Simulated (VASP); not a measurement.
Computed with PBE GGA, VASP's PBE PAW potentials (set 64) (plane waves; VASP).

VASP ran on this input.

INCAR:
```
SYSTEM  =  Ga32P31S
PREC  =  Normal; ENCUT  =  400; LREAL  =  Auto
LASPH  =  T; ISYM  =  0; NELECT  =  256.0
EDIFF  =  1E-5; NELM  =  100; NELMIN  =  4
ALGO  =  Fast; LMAXMIX  =  4
ISMEAR  =  0; SIGMA  =  0.05
GGA  =  PE
IBRION  =  2; NSW  =  60; ISIF  =  2
EDIFFG  =  -0.03
LWAVE  =  T; LCHARG  =  F
```

KPOINTS:
```
K-points
0
G
  1 1 1
```

POSCAR:
```
Ga32P31S
1.0
 11.0671092084   0.0000000000   0.0000000000
  0.0000000000  11.0671092084   0.0000000000
  0.0000000000   0.0000000000  11.0671092084
Ga P S
32 31 1
Cart
  5.5335546042   0.0000000000   0.0000000000
  8.3003319063   2.7667773021   0.0000000000
  8.3003319063   0.0000000000   2.7667773021
  0.0000000000   0.0000000000   0.0000000000
  2.7667773021   2.7667773021   0.0000000000
  5.5335546042   5.5335546042   0.0000000000
  8.3003319063   8.3003319063   0.0000000000
  2.7667773021   0.0000000000   2.7667773021
  5.4836419417   2.8068291703   2.7519695100
  8.2949975597   5.5750230624   2.7812198796
  5.5335546042   0.0000000000   5.5335546042
  8.3030544152   2.7408802666   5.4856782898
  8.3003319063   0.0000000000   8.3003319063
  0.0000000000   5.5335546042   0.0000000000
  2.7667773021   8.3003319063   0.0000000000
  0.0000000000   2.7667773021   2.7667773021
  2.7667773021   5.5335546042   2.7667773021
  5.5335546042   8.3003319063   2.7667773021
  0.0000000000   0.0000000000   5.5335546042
  2.7667773021   2.7667773021   5.5335546042
  5.4914331866   5.5424414929   5.5566073927
  8.3003319063   8.3003319063   5.5335546042
  2.7667773021   0.0000000000   8.3003319063
  5.5335546042   2.7667773021   8.3003319063
  8.3003319063   5.5335546042   8.3003319063
  0.0000000000   8.3003319063   2.7667773021
  0.0000000000   5.5335546042   5.5335546042
  2.7667773021   8.3003319063   5.5335546042
  0.0000000000   2.7667773021   8.3003319063
  2.7667773021   5.5335546042   8.3003319063
  5.5335546042   8.3003319063   8.3003319063
  0.0000000000   8.3003319063   8.3003319063
  6.9169432552   1.3833886510   1.3833886510
  9.6837205574   4.1501659532   1.3833886510
  9.6837205574   1.3833886510   4.1501659532
  1.3833886510   1.3833886510   1.3833886510
  4.1501659532   4.1501659532   1.3833886510
  6.9169432552   6.9169432552   1.3833886510
  9.6837205574   9.6837205574   1.3833886510
  4.1501659532   1.3833886510   4.1501659532
  9.6837205574   6.9169432552   4.1501659532
  6.9169432552   1.3833886510   6.9169432552
  9.6837205574   4.1501659532   6.9169432552
  9.6837205574   1.3833886510   9.6837205574
  1.3833886510   6.9169432552   1.3833886510
  4.1501659532   9.6837205574   1.3833886510
  1.3833886510   4.1501659532   4.1501659532
  4.1501659532   6.9169432552   4.1501659532
  6.9169432552   9.6837205574   4.1501659532
  1.3833886510   1.3833886510   6.9169432552
  4.1501659532   4.1501659532   6.9169432552
  6.9169432552   6.9169432552   6.9169432552
  9.6837205574   9.6837205574   6.9169432552
  4.1501659532   1.3833886510   9.6837205574
  6.9169432552   4.1501659532   9.6837205574
  9.6837205574   6.9169432552   9.6837205574
  1.3833886510   9.6837205574   4.1501659532
  1.3833886510   6.9169432552   6.9169432552
  4.1501659532   9.6837205574   6.9169432552
  1.3833886510   4.1501659532   9.6837205574
  4.1501659532   6.9169432552   9.6837205574
  6.9169432552   9.6837205574   9.6837205574
  1.3833886510   9.6837205574   9.6837205574
  6.9603041891   4.1400616824   4.1469675586
```

POTCAR, in this order: Ga P S (PBE.64 set). Program: vasp_gam.

What VASP printed:

**OSZICAR**
```
       N       E                     dE             d eps       ncg     rms          rms(c)
DAV:   1     0.149927395342E+04    0.14993E+04   -0.96607E+04   322   0.114E+03
DAV:   2    -0.121663366109E+03   -0.16209E+04   -0.15394E+04   420   0.213E+02
DAV:   3    -0.293173711552E+03   -0.17151E+03   -0.16866E+03   388   0.708E+01
DAV:   4    -0.298447200764E+03   -0.52735E+01   -0.52337E+01   380   0.143E+01
DAV:   5    -0.298617746388E+03   -0.17055E+00   -0.17007E+00   380   0.260E+00    0.276E+01
RMM:   6    -0.290352757332E+03    0.82650E+01   -0.14023E+01   322   0.523E+00    0.166E+01
RMM:   7    -0.289448406394E+03    0.90435E+00   -0.18903E+01   322   0.589E+00    0.528E+00
RMM:   8    -0.289220800189E+03    0.22761E+00   -0.38884E+00   322   0.326E+00    0.152E+00
RMM:   9    -0.289135450984E+03    0.85349E-01   -0.47037E-01   325   0.122E+00    0.581E-01
RMM:  10    -0.289148155641E+03   -0.12705E-01   -0.10582E-01   343   0.523E-01    0.511E-01
RMM:  11    -0.289141205200E+03    0.69504E-02   -0.56122E-02   322   0.372E-01    0.199E-01
RMM:  12    -0.289140813250E+03    0.39195E-03   -0.47822E-03   327   0.160E-01    0.115E-01
RMM:  13    -0.289140955469E+03   -0.14222E-03   -0.13155E-03   364   0.657E-02    0.835E-02
RMM:  14    -0.289140855813E+03    0.99655E-04   -0.83947E-04   322   0.445E-02    0.176E-02
RMM:  15    -0.289140868128E+03   -0.12315E-04   -0.15938E-04   333   0.224E-02    0.120E-02
RMM:  16    -0.289140866864E+03    0.12646E-05   -0.22523E-05   204   0.945E-03
   1 F= -.28914087E+03 E0= -.28914087E+03  d E =-.289141E+03
       N       E                     dE             d eps       ncg     rms          rms(c)
DAV:   1    -0.289304043735E+03   -0.16318E+00   -0.37350E+00   356   0.342E+00    0.132E+00
RMM:   2    -0.289322029183E+03   -0.17985E-01   -0.34316E-01   322   0.113E+00    0.339E-01
RMM:   3    -0.289325339116E+03   -0.33099E-02   -0.62383E-02   329   0.503E-01    0.343E-01
RMM:   4    -0.289324893063E+03    0.44605E-03   -0.11462E-02   338   0.216E-01    0.175E-01
RMM:   5    -0.289325138492E+03   -0.24543E-03   -0.37214E-03   347   0.108E-01    0.882E-02
RMM:   6    -0.289325201325E+03   -0.62833E-04   -0.13058E-03   338   0.586E-02    0.357E-02
RMM:   7    -0.289325196148E+03    0.51770E-05   -0.22479E-04   327   0.287E-02    0.164E-02
RMM:   8    -0.289325194883E+03    0.12652E-05   -0.56429E-05   228   0.137E-02
   2 F= -.28932519E+03 E0= -.28932519E+03  d E =-.184328E+00
       N       E                     dE             d eps       ncg     rms          rms(c)
DAV:   1    -0.289334722966E+03   -0.95268E-02   -0.36333E-01   364   0.107E+00    0.409E-01
RMM:   2    -0.289336429314E+03   -0.17063E-02   -0.33325E-02   322   0.355E-01    0.102E-01
RMM:   3    -0.289336766142E+03   -0.33683E-03   -0.63001E-03   332   0.157E-01    0.100E-01
RMM:   4    -0.289336710160E+03    0.55982E-04   -0.10601E-03   334   0.661E-02    0.490E-02
RMM:   5    -0.289336731619E+03   -0.21459E-04   -0.33422E-04   337   0.333E-02    0.303E-02
RMM:   6    -0.289336741693E+03   -0.10074E-04   -0.16588E-04   295   0.191E-02    0.138E-02
RMM:   7    -0.289336736699E+03    0.49940E-05   -0.28465E-05   219   0.991E-03
   3 F= -.28933674E+03 E0= -.28933674E+03  d E =-.195870E+00
       N       E                     dE             d eps       ncg     rms          rms(c)
DAV:   1    -0.289353822397E+03   -0.17081E-01   -0.50088E-01   340   0.127E+00    0.447E-01
RMM:   2    -0.289356541130E+03   -0.27187E-02   -0.39914E-02   322   0.417E-01    0.115E-01
RMM:   3    -0.289357101215E+03   -0.56008E-03   -0.75043E-03   332   0.183E-01    0.111E-01
RMM:   4    -0.289357017008E+03    0.84206E-04   -0.10447E-03   328   0.755E-02    0.610E-02
RMM:   5    -0.289357034646E+03   -0.17638E-04   -0.44465E-04   324   0.397E-02    0.300E-02
RMM:   6    -0.289357028570E+03    0.60766E-05   -0.16546E-04   325   0.225E-02    0.192E-02
RMM:   7    -0.289357032366E+03   -0.37958E-05   -0.38011E-05   227   0.110E-02
   4 F= -.28935703E+03 E0= -.28935703E+03  d E =-.202957E-01
       N       E                     dE             d eps       ncg     rms          rms(c)
DAV:   1    -0.289359745067E+03   -0.27165E-02   -0.23113E-01   340   0.862E-01    0.303E-01
RMM:   2    -0.289360986901E+03   -0.12418E-02   -0.18226E-02   322   0.282E-01    0.782E-02
RMM:   3    -0.289361254014E+03   -0.26711E-03   -0.34973E-03   334   0.125E-01    0.754E-02
RMM:   4    -0.289361216372E+03    0.37642E-04   -0.47395E-04   327   0.512E-02    0.408E-02
RMM:   5    -0.289361225662E+03   -0.92902E-05   -0.21026E-04   319   0.273E-02    0.204E-02
RMM:   6    -0.289361221748E+03    0.39136E-05   -0.75660E-05   285   0.154E-02
   5 F= -.28936122E+03 E0= -.28936122E+03  d E =-.244850E-01
       N       E                     dE             d eps       ncg     rms          rms(c)
DAV:   1    -0.289364127173E+03   -0.29015E-02   -0.94408E-02   356   0.559E-01    0.179E-01
RMM:   2    -0.289364635611E+03   -0.50844E-03   -0.70796E-03   322   0.180E-01    0.498E-02
RMM:   3    -0.289364751348E+03   -0.11574E-03   -0.14862E-03   344   0.790E-02    0.470E-02
RMM:   4    -0.289364739864E+03    0.11484E-04   -0.16062E-04   323   0.311E-02    0.270E-02
RMM:   5    -0.289364741851E+03   -0.19871E-05   -0.90374E-05   316   0.182E-02
   6 F= -.28936474E+03 E0= -.28936474E+03  d E =-.352010E-02
       N       E                     dE             d eps       ncg     rms          rms(c)
DAV:   1    -0.289364810477E+03   -0.70613E-04   -0.92562E-02   340   0.555E-01    0.181E-01
RMM:   2    -0.289365326562E+03   -0.51609E-03   -0.72884E-03   322   0.181E-01    0.504E-02
RMM:   3    -0.289365456843E+03   -0.13028E-03   -0.15898E-03   348   0.803E-02    0.489E-02
RMM:   4    -0.289365444223E+03    0.12620E-04   -0.15986E-04   322   0.313E-02    0.283E-02
RMM:   5    -0.289365447863E+03   -0.36404E-05   -0.10424E-04   318   0.192E-02    0.131E-02
RMM:   6    -0.289365443307E+03    0.45558E-05   -0.21408E-05   204   0.939E-03
   7 F= -.28936544E+03 E0= -.28936544E+03  d E =-.422156E-02
       N       E                     dE             d eps       ncg     rms          rms(c)
DAV:   1    -0.289365507764E+03   -0.59901E-04   -0.55771E-03   356   0.135E-01    0.444E-02
RMM:   2    -0.289365527438E+03   -0.19675E-04   -0.38405E-04   322   0.418E-02    0.128E-02
RMM:   3    -0.289365534237E+03   -0.67989E-05   -0.99410E-05   323   0.191E-02    0.101E-02
RMM:   4    -0.289365533722E+03    0.51572E-06   -0.96745E-06   190   0.742E-03
   8 F= -.28936553E+03 E0= -.28936553E+03  d E =-.431197E-02
       N       E                     dE             d eps       ncg     rms          rms(c)
DAV:   1    -0.289366583651E+03   -0.10494E-02   -0.60965E-02   340   0.454E-01    0.149E-01
RMM:   2    -0.289366915766E+03   -0.33212E-03   -0.43083E-03   322   0.144E-01    0.369E-02
RMM:   3    -0.289366988599E+03   -0.72833E-04   -0.86209E-04   344   0.635E-02    0.380E-02
RMM:   4    -0.289366981891E+03    0.67077E-05   -0.96505E-05   319   0.247E-02
   9 F= -.28936698E+03 E0= -.28936698E+03  d E =-.144817E-02
```

### OUTCAR
```
------------------------ aborting loop because EDIFF is reached ----------------------------------------
  FORCE on cell =-STRESS in cart. coord.  units (eV):
  Direction    XX          YY          ZZ          XY          YZ          ZX
  --------------------------------------------------------------------------------------
  Total       -4.5691042     -4.5737066     -4.5627399      0.0484702      0.0100161     -0.0317635
  in kB       -5.4005633     -5.4060032     -5.3930409      0.0572905      0.0118388     -0.0375436
  external PRESSURE =      -5.3998691 kB  Pullay stress =       0.0000000 kB
  volume of cell :     1355.51
      direct lattice vectors                 reciprocal lattice vectors
    11.067109208  0.000000000  0.000000000     0.090357832  0.000000000  0.000000000
     0.000000000 11.067109208  0.000000000     0.000000000  0.090357832  0.000000000
     0.000000000  0.000000000 11.067109208     0.000000000  0.000000000  0.090357832
  FREE ENERGIE OF THE ION-ELECTRON SYSTEM (eV)
  ---------------------------------------------------
  free  energy   TOTEN  =      -289.3669818910 eV

  energy  without entropy=     -289.3669818910  energy(sigma->0) =     -289.36698189

 reached required accuracy - stopping structural energy minimisation
```
(Selected blocks of OUTCAR.)

### CONTCAR
```
Ga32P31S
   1.00000000000000
    11.0671092083999998    0.0000000000000000    0.0000000000000000
     0.0000000000000000   11.0671092083999998    0.0000000000000000
     0.0000000000000000    0.0000000000000000   11.0671092083999998
  Ga              P               S
    32    31     1
Direct
     0.4993054567731153    0.9998265486352120    0.9998022498599433
     0.7498485370824489    0.2501649430500374    0.9992775193472921
     0.7495196055108487    0.9990820657528904    0.2496521330311648
     0.0000951065061994    0.9998844788336755    0.9997817006452924
     0.2495038390831379    0.2492219368699813    0.9994055918386222
     0.5002159388743068    0.5001344657133034    0.9984935438131778
     0.7508150699490936    0.7503358362546955    0.9993744119122495
     0.2497515213676319    0.9999758686317336    0.2492847015358493
     0.4946162635282454    0.2458623163228925    0.2450111159587931
     0.7548951808671288    0.5054921419024361    0.2452842979915572
     0.5000104399624641    0.9990091872556343    0.4997999427697463
     0.7549580896034681    0.2446980642060093    0.5043742259172698
     0.7507745705120263    0.9998866220392870    0.7503507977305403
     0.0001223814208577    0.5007062679640165    0.9996691760748332
     0.2497873810218602    0.7502434019087983    0.9998444124308258
     0.0010136163283247    0.2503967179082998    0.2497377562767023
     0.2486996379175964    0.5002366849195276    0.2500885401173519
     0.4999374536389405    0.7511406001707791    0.2501236832366902
     0.0004723573782431    0.9993681620955138    0.5008115458887220
     0.2487877601430810    0.2498587686650119    0.4999665274154366
     0.4948437294642978    0.5048862515491374    0.5051138981103169
     0.7497516612311478    0.7511774634841880    0.5000145395840238
     0.2498396647428974    0.9997657305097994    0.7502491672308779
     0.5002361835055554    0.2500016587924329    0.7510736513541760
     0.7499720086050252    0.4997008092837019    0.7509366502244320
     0.0001919502129542    0.7507471955729497    0.2492608545703315
     0.0010856032104752    0.4996884071033499    0.5001302198283635
     0.2496463535043874    0.7502676230167581    0.5007109404515023
     0.9999376636832644    0.2493146994891744    0.7502020156690404
     0.2495133931803323    0.5005302038451869    0.7505036318562276
     0.4994964985217784    0.7505237354092166    0.7503143698058929
     0.0001586313007007    0.7501160686576374    0.7502848273014201
     0.6256499686119399    0.1252838589118784    0.1249385854991777
     0.8749603177384090    0.3741774215116320    0.1248899193170397
     0.8753828259308284    0.1245307292044149    0.3734371452987679
     0.1248770270644640    0.1251165438960941    0.1249028212016441
     0.3743825150026326    0.3764819777816983    0.1244919854682230
     0.6238816637120334    0.6254556857958045    0.1247853140340305
     0.8747784494626344    0.8751669816029174    0.1248202534586017
     0.3749167202735437    0.1252165702090102    0.3759840987330191
     0.8752983991684794    0.6254927137482661    0.3763214182383758
     0.6240160257880942    0.1249005689548164    0.6249936429038750
     0.8748332800451862    0.3758151887319254    0.6248769350066161
     0.8748723328236178    0.1252158644745967    0.8752539727101619
     0.1247867590591749    0.6252692223336126    0.1248860900072072
     0.3748642458894858    0.8750810598348664    0.1249877050175943
     0.1249354794355545    0.3749836558520491    0.3750106740357964
     0.3748733140058063    0.6251102644013579    0.3738948619555579
     0.6248964134093474    0.8751124657209662    0.3749364641739072
     0.1248977131576324    0.1248990951007626    0.6252230776837495
     0.3747837673123454    0.3736886656571520    0.6252030497371889
     0.6260800106313162    0.6250229992391206    0.6251471687647999
     0.8750017901779894    0.8749533443444137    0.6251955950099038
     0.3750672070955247    0.1248914378503951    0.8748315870047808
     0.6251944151399067    0.3749371995139784    0.8750110783069923
     0.8749696200636664    0.6248115737790890    0.8747408467406852
     0.1251767131199362    0.8750711032640266    0.3749177890857338
     0.1248768406918786    0.6249976562471443    0.6251157339812285
     0.3748841779255381    0.8751435360858872    0.6249417267523202
     0.1246097927331570    0.3749232474284718    0.8748881303886062
     0.3749312919238349    0.6252760685245551    0.8749599661695912
     0.6250328382004110    0.8752382413477336    0.8750070820304849
     0.1250017734395413    0.8749885731452297    0.8750092225823758
     0.6248487623342518    0.3754175596928684    0.3749024189233030
```

The cell is charged, with a uniform compensating background. The supercell is sampled at Γ alone, which is coarse: total energies, pressure and levels can be off, energies of defects by several tenths of an eV.

The cell is a supercell with a defect, built from GaP (zinc blende): S_P, charge +1. The run is not spin-polarised, so no state with unpaired spins was tried.
